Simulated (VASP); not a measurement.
An input for Quantum ESPRESSO's pw.x (written as the equivalent of a VASP run, and not itself run):

```
&CONTROL
  calculation = 'vc-relax'
  pseudo_dir = './pseudo'
  outdir = './out'
  tprnfor = .true.
  tstress = .true.
  nstep = 40
  forc_conv_thr = 0.00078
/
&SYSTEM
  ibrav = 0
  nat = 3
  ntyp = 2
  ecutwfc = 84
  occupations = 'smearing'
  smearing = 'gaussian'
  degauss = 0.003675
  input_dft = 'pbesol'
/
&ELECTRONS
  conv_thr = 7.3e-08
  electron_maxstep = 100
/
&IONS
/
&CELL
  press = 100
/
ATOMIC_SPECIES
  Li 6.940 Li.upf
  O 15.999 O.upf
CELL_PARAMETERS angstrom
     0.0000000    2.2492593    2.2492593
     2.2492593    0.0000000    2.2492593
     2.2492593    2.2492593    0.0000000
ATOMIC_POSITIONS crystal
  Li   0.2500000  0.2500000  0.2500000
  Li   0.7500000  0.7500000  0.7500000
  O    0.0000000  0.0000000  0.0000000
K_POINTS automatic
  8 8 8 0 0 0
```

Problem. Translate this input to VASP (INCAR, KPOINTS, POSCAR, choice of POTCAR).

Solution. One answer among several that fit: 
**INCAR**
```
SYSTEM  =  Li2O
PREC  =  Accurate; ENCUT  =  620; LREAL  =  F
LASPH  =  T
EDIFF  =  1E-6; NELM  =  100; ALGO  =  Normal
ISMEAR  =  0; SIGMA  =  0.05
GGA  =  PS
IBRION  =  2; NSW  =  40; ISIF  =  3
EDIFFG  =  -0.02; PSTRESS  =  100
LWAVE  =  F; LCHARG  =  F
```

File KPOINTS:
```
Automatic mesh
0
Gamma
8 8 8
0 0 0
```

POSCAR:
```
Li2O
1.0
  0.0000000000   2.2492592857   2.2492592857
  2.2492592857   0.0000000000   2.2492592857
  2.2492592857   2.2492592857   0.0000000000
Li O
2 1
direct
  0.2500000000   0.2500000000   0.2500000000
  0.7500000000   0.7500000000   0.7500000000
  0.0000000000   0.0000000000   0.0000000000
```

POTCAR, in this order: Li_sv O (PBE.64 set). Program: vasp_std.

The two are equivalent in intent, not identical: the potentials are each code's own (VASP's PAW set, PseudoDojo norm-conserving files in pw.x), so ENCUT and ecutwfc are chosen apart and not converted; conv_thr bounds pw.x's estimated SCF error, while EDIFF bounds the energy change between steps; forc_conv_thr acts on force components and is met together with etot_conv_thr.

The compound is Li2O in the antifluorite structure. This run relaxes it under an external pressure of 10 GPa. Symmetry was kept, so distortions that lower it aren't found.
